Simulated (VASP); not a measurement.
Level of theory: PBE GGA + U (Dudarev), VASP's PBE PAW potentials (set 64) (plane waves; VASP).

The input files of a VASP run:

### INCAR
```
ALGO=Normal
EDIFF=1E-6
ENCUT=520
GGA=PE
ISIF=2
ISMEAR=1
LASPH=T
LCHARG=F
LDAU=T
LDAUJ=0 0
LDAUL=2 -1
LDAUPRINT=1
LDAUTYPE=2
LDAUU=2.0 0
LMAXMIX=4
LORBIT=10
LREAL=F
LWAVE=F
NELM=100
PREC=Accurate
SIGMA=0.1
SYSTEM=TiC
```

### KPOINTS
```
Regular mesh
0
G
  13 13 13
```

### POSCAR
```
TiC
1
    0.0000000000     2.1474670000     2.1819300000
    2.2113730000     0.0000000000     2.1819300000
    2.2113730000     2.1474670000     0.0000000000
Ti C
1 1
Direct
  0.0000000000   0.0000000000   0.0000000000
  0.4802620000   0.5197380000   0.5197380000
```

POTCAR, in this order: Ti_sv C (PBE.64 set). Program: vasp_std.

Q: What will the output report for the number of irreducible k-points (NKPTS), number of bands (NBANDS), largest plane-wave count, number of space-group operations, FFT grid (NGX, NGY, NGZ)?

A: 
```json
{
  "number of irreducible k-points (NKPTS)": "343",
  "number of bands (NBANDS)": "12",
  "largest_plane_wave_count": "566",
  "number_of_space_group_operations": "4",
  "FFT grid (NGX, NGY, NGZ)": "24 × 24 × 24"
}
```

The compound is TiC in the rock salt structure. The cell was not relaxed at this level, atoms are displaced from their ideal sites. The run is one of a series of settings (LDAU = .TRUE., LDAUJ = 0 0, LDAUL = 2 -1, LDAUTYPE = 2, LDAUU = 2.0 0 against the base run), some of them coarse on purpose.
